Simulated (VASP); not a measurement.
Output of a VASP run:

### OSZICAR
```
       N       E                     dE             d eps       ncg     rms          rms(c)
DAV:   1     0.727767949778E+02    0.72777E+02   -0.66989E+03  2664   0.993E+02
DAV:   2    -0.108258522223E+02   -0.83603E+02   -0.80749E+02  2856   0.301E+02
DAV:   3    -0.118516103878E+02   -0.10258E+01   -0.10191E+01  3067   0.334E+01
DAV:   4    -0.118540811758E+02   -0.24708E-02   -0.24705E-02  2873   0.193E+00
DAV:   5    -0.118540926062E+02   -0.11430E-04   -0.11431E-04  3080   0.127E-01    0.147E+01
DAV:   6    -0.112660180397E+02    0.58807E+00   -0.10499E+00  2835   0.124E+01    0.396E+00
DAV:   7    -0.111835540434E+02    0.82464E-01   -0.21485E-01  3066   0.524E+00    0.971E-01
DAV:   8    -0.111791427301E+02    0.44113E-02   -0.41105E-03  2777   0.868E-01    0.227E-01
DAV:   9    -0.111792062078E+02   -0.63478E-04   -0.11015E-04  3119   0.144E-01    0.839E-02
DAV:  10    -0.111792148978E+02   -0.86900E-05   -0.10393E-05  2865   0.415E-02    0.221E-03
DAV:  11    -0.111792150862E+02   -0.18848E-06   -0.44387E-08  1673   0.284E-03
   1 F= -.11179215E+02 E0= -.11178565E+02  d E =-.130012E-02
```

OUTCAR:
```
------------------------ aborting loop because EDIFF is reached ----------------------------------------
  FORCE on cell =-STRESS in cart. coord.  units (eV):
  Direction    XX          YY          ZZ          XY          YZ          ZX
  --------------------------------------------------------------------------------------
  Total       -0.0641577     -0.0641577     -0.0641577      0.0000000      0.0000000     -0.0000000
  in kB       -6.5774547     -6.5774547     -6.5774547      0.0000000      0.0000000     -0.0000000
  external PRESSURE =      -6.5774547 kB  Pullay stress =       0.0000000 kB
  volume of cell :       15.63
      direct lattice vectors                 reciprocal lattice vectors
    -1.575000000  1.575000000  1.575000000     0.000000000  0.317460317  0.317460317
     1.575000000 -1.575000000  1.575000000     0.317460317  0.000000000  0.317460317
     1.575000000  1.575000000 -1.575000000     0.317460317  0.317460317  0.000000000
 POSITION                                       TOTAL-FORCE (eV/Angst)
 -----------------------------------------------------------------------------------
      0.00000      0.00000      0.00000         0.000000     -0.000000      0.000000
 -----------------------------------------------------------------------------------
    total drift:                                0.000000      0.000000      0.000000
  FREE ENERGIE OF THE ION-ELECTRON SYSTEM (eV)
  ---------------------------------------------------
  free  energy   TOTEN  =       -11.1792150862 eV

  energy  without entropy=      -11.1779149662  energy(sigma->0) =      -11.17856503
```
(Selected blocks of OUTCAR.)

### POSCAR
```
Mo
1
   -1.5750000000     1.5750000000     1.5750000000
    1.5750000000    -1.5750000000     1.5750000000
    1.5750000000     1.5750000000    -1.5750000000
Mo
1
Direct
  0.0000000000   0.0000000000   0.0000000000
```

Task: Reconstruct the remaining input files.

Result: One answer among several that fit: the input of the run itself, PBE GGA, plane waves, VASP's PBE PAW potentials (set 64).

INCAR:
```
SYSTEM  =  Mo
PREC  =  Accurate; ENCUT  =  400; LREAL  =  F
LASPH  =  T; NELECT  =  13.98
EDIFF  =  1E-6; NELM  =  100; ALGO  =  Normal
LMAXMIX  =  4
ISMEAR  =  0; SIGMA  =  0.05
GGA  =  PE
ISIF  =  2
LWAVE  =  F; LCHARG  =  F
```

File KPOINTS:
```
Automatic mesh
0
Gamma
15 15 15
0 0 0
```

POTCAR, in this order: Mo_sv (PBE.64 set). Program: vasp_std.

The cell is charged, with a uniform compensating background.

The compound is Mo in the bcc structure. The cell was not relaxed at this level. The run is one of a series of settings (ISMEAR = 0, NELECT = 13.98, SIGMA = 0.05 against the base run), some of them coarse on purpose.
